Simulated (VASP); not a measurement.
Data:

```yaml
crystal:
  lattice:
    - [0.00000, 2.36711, 2.36711]
    - [2.36711, 0.00000, 2.36711]
    - [2.36711, 2.36711, 0.00000]
  atoms:
    - { symbol: Pd, position: [0.00000, 0.00000, 0.00000] }
    - { symbol: B, position: [0.25000, 0.25000, 0.25000] }
```

The numbers are results of PBEsol GGA, VASP's PBE PAW potentials (set 64) (plane waves; VASP 6.6.1), not measurements. Settings: 520 eV cut-off, Gaussian smearing of 0.050 eV, potentials Pd B.

**Question.** Give the energies of bands 2 to 9 at the high-symmetry points, in eV from the Fermi level.

**Answer.** 
```csv
band,Γ,X,U,L,W
2,-5.80,-6.49,-6.00,-5.37,-5.79
3,-5.80,-3.87,-4.31,-5.37,-4.68
4,-5.80,-3.87,-4.30,-4.42,-4.20
5,-3.64,-3.08,-3.42,-3.31,-3.54
6,-3.64,-2.66,-2.12,-3.31,-1.17
7,6.69,-0.21,-0.83,-1.56,-0.88
8,6.69,1.03,0.59,4.38,-0.06
9,6.69,1.03,2.30,4.38,1.72
```

It has no gap at this level: it comes out as a metal or semimetal.

The structure was generated: PdB was put into the zinc blende type (F-43m), which need not be its known phase. It was relaxed first, which changed the volume by -22 %. The electron count is odd and the run is not spin-polarised, which forces a metal.
